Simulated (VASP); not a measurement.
An input for Quantum ESPRESSO's pw.x (written as the equivalent of a VASP run, and not itself run):

```
&CONTROL
  calculation = 'scf'
  pseudo_dir = './pseudo'
  outdir = './out'
  tprnfor = .true.
  tstress = .true.
/
&SYSTEM
  ibrav = 0
  nat = 3
  ntyp = 2
  ecutwfc = 84
  occupations = 'tetrahedra'
  input_dft = 'vdw-df2-b86r'
/
&ELECTRONS
  conv_thr = 7.3e-09
  electron_maxstep = 100
/
ATOMIC_SPECIES
  Mg 24.305 Mg.upf
  Si 28.085 Si.upf
CELL_PARAMETERS angstrom
     0.0000000    3.1690676    3.1690676
     3.1690676   -0.0000000    3.1690676
     3.1690676    3.1690676    0.0000000
ATOMIC_POSITIONS crystal
  Mg   0.2500000  0.2500000  0.2500000
  Mg   0.7500000  0.7500000  0.7500000
  Si   0.0000000  0.0000000  0.0000000
K_POINTS automatic
  7 7 7 0 0 0
```

**Question.** Translate this input to VASP (INCAR, KPOINTS, POSCAR, choice of POTCAR).

**Answer.** This is not unique; one that fits is 
File KPOINTS:
```
Automatic mesh
0
Gamma
7 7 7
0 0 0
```

File POSCAR:
```
Mg2Si
6.3381350
  0.0000000000   0.5000000100   0.5000000100
  0.5000000100   0.0000000000   0.5000000100
  0.5000000100   0.5000000100   0.0000000000
Mg Si
2 1
Cart
  0.2500000050   0.2500000050   0.2500000050
  0.7500000150   0.7500000150   0.7500000150
  0.0000000000   0.0000000000   0.0000000000
```

### INCAR
```
SYSTEM = Mg2Si
PREC = Accurate
ENCUT = 520
EDIFF = 1E-7
NELM = 100
ALGO = Normal
LREAL = .FALSE.
LASPH = .TRUE.
ISMEAR = -5
GGA = MK
PARAM1 = 0.1234568
PARAM2 = 0.7114
ZAB_VDW = -1.8867
LUSE_VDW = .TRUE.
AGGAC = 0.0
LWAVE = .FALSE.
LCHARG = .TRUE.
LORBIT = 11
NEDOS = 601
ISIF = 2
LEFG = .TRUE.
```

POTCAR, in this order: Mg Si (PBE.64 set). Program: vasp_std.

What does not carry over: the potentials are each code's own (VASP's PAW set, PseudoDojo norm-conserving files in pw.x), so ENCUT and ecutwfc are chosen apart and not converted; conv_thr bounds pw.x's estimated SCF error, while EDIFF bounds the energy change between steps; the field gradients of LEFG aren't asked of the other code.

The compound is Mg2Si in the antifluorite structure. It was relaxed first.
